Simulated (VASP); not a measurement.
Input for VASP

**POSCAR**
```
MgI2
1.0
  2.0750000000  -3.5940050000   0.0000000000
  2.0750000000   3.5940050000   0.0000000000
  0.0000000000   0.0000000000   6.8600000000
Mg I
1 2
Direct
  0.0000000000   0.0000000000   0.0000000000
  0.3333330000   0.6666670000   0.2420000000
  0.6666670000   0.3333330000   0.7580000000
```

KPOINTS:
```
kpoints
0
Gamma
  6 6 3
```

### INCAR
```
SIGMA = 0.05
ALGO = Normal
ENCUT = 400
NSW = 60   # most ionic steps
LMAXMIX = 4
LASPH = .TRUE.
NELM = 100   # most electronic steps
EDIFF = 1E-6   # SCF stop (eV)
SYSTEM = MgI2
LCHARG = .FALSE.
EDIFFG = -0.02
PREC = Accurate
LREAL = .FALSE.   # projection in real space or not
IBRION = 2   # conjugate gradients
ISIF = 3
ISMEAR = 0
GGA = PS   # PBEsol
LWAVE = .FALSE.
```

POTCAR, in this order: Mg I (PBE.64 set). Program: vasp_std.

### Question
Write an equivalent input for Quantum ESPRESSO's pw.x.

### Answer
One equivalent input (not run):
```
&CONTROL
  calculation = 'vc-relax'
  pseudo_dir = './pseudo'
  outdir = './out'
  tprnfor = .true.
  tstress = .true.
  nstep = 60
  forc_conv_thr = 0.00078
/
&SYSTEM
  ibrav = 0
  nat = 3
  ntyp = 2
  ecutwfc = 84
  occupations = 'smearing'
  smearing = 'gaussian'
  degauss = 0.003675
  input_dft = 'pbesol'
/
&ELECTRONS
  conv_thr = 7.3e-08
  electron_maxstep = 100
/
&IONS
/
&CELL
/
ATOMIC_SPECIES
  Mg 24.305 Mg.upf
  I 126.904 I.upf
CELL_PARAMETERS angstrom
     2.0750000   -3.5940050    0.0000000
     2.0750000    3.5940050    0.0000000
     0.0000000    0.0000000    6.8600000
ATOMIC_POSITIONS crystal
  Mg   0.0000000  0.0000000  0.0000000
  I    0.3333330  0.6666670  0.2420000
  I    0.6666670  0.3333330  0.7580000
K_POINTS automatic
  6 6 3 0 0 0
```
Limits of the translation: the potentials are each code's own (VASP's PAW set, PseudoDojo norm-conserving files in pw.x), so ENCUT and ecutwfc are chosen apart and not converted; conv_thr bounds pw.x's estimated SCF error, while EDIFF bounds the energy change between steps; forc_conv_thr acts on force components and is met together with etot_conv_thr.

The compound is MgI2 in the 1T layered structure. This run relaxes it. Symmetry was kept, so distortions that lower it aren't found. The start is the result of an earlier pass.
